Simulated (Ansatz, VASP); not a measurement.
# Be3ReW: VASP beside Ansatz

```
Be Re W
1.0
     3.89206    0.00000    0.00000
     0.00000    3.89206    0.00000
     0.00000    0.00000    3.89206
Be Re W
3 1 1
Direct
  0.50000 0.00000 0.00000
  0.00000 0.50000 0.00000
  0.00000 0.00000 0.50000
  0.50000 0.50000 0.50000
  0.00000 0.00000 0.00000
```

Change from the starting cell: species swapped into the Tb3GaC type (Pm-3m, No. 221).

Alike in both runs: task single point; functional PBE; k mesh 4 × 4 × 4; occupations gaussian, width 0.1 eV; no spin polarisation.

|  | VASP | Ansatz |
| --- | --- | --- |
| version | VASP 6.6.1 | Ansatz 0.2.0 |
| potentials or method | VASP PAW PBE potentials, release 64 (Be, Re, W_sv) | scalar-relativistic, plane waves, PAW |
| plane-wave cutoff (eV) | 520 | 420 |
| valence electrons in the cell | 27 | 35 |

|  | VASP | Ansatz | Ansatz less VASP |
| --- | --- | --- | --- |
| gap on the k mesh at the Fermi level (eV) | none | none | - |
| pressure (GPa) | 23.3 | 23.2 | -0.17 |

A gap of «none» marks a metal or a gap that the smearing closes. With one functional, cell and mesh, what is left measures potentials, basis and numerics. The two sets of potentials don't hold the same shells in valence.

Caveats: the k mesh is coarse (spacing up to 0.40 Å⁻¹), so the values aren't converged; so large a pressure means that the cell lies far from this level's equilibrium, or that cutoff or potentials fall short (VASP). The runs have no spin-orbit coupling, so splittings on Re, W are missing.
